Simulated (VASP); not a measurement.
```
Ta2N
1.0
    2.92924     0.00000     0.00000
   -1.46462     2.53680     0.00000
    0.00000     0.00000    16.35107
N Ta
1 2
Direct
  0.99937   0.99898   0.50004
  0.33929   0.67156   0.57188
  0.66134   0.32945   0.42808
```

Computed with LDA (Ceperley-Alder, Perdew-Zunger), VASP's LDA PAW potentials (set 64) (plane waves; VASP 6.6.1). Settings: 400 eV cut-off, 10×10×1 Γ-centred mesh, Fermi-Dirac smearing of 0.10 eV, potentials N Ta_pv.

The cell holds a wide vacuum, so values per volume refer to the whole cell.

Question: The ions are relaxed. What does this cell relax into?

Answer: 
```
Ta2N
1.0
    2.92924     0.00000     0.00000
   -1.46462     2.53680     0.00000
    0.00000     0.00000    16.35107
N Ta
1 2
Direct
  0.99995   0.99992   0.50000
  0.33295   0.66648   0.58036
  0.66711   0.33360   0.41964
```

Question: How much energy does the relaxation gain?

Answer: The energy (σ→0) changes by -37.1 meV/atom, in 12 ionic steps.

The cell is a sheet with vacuum, built from a generated structure.
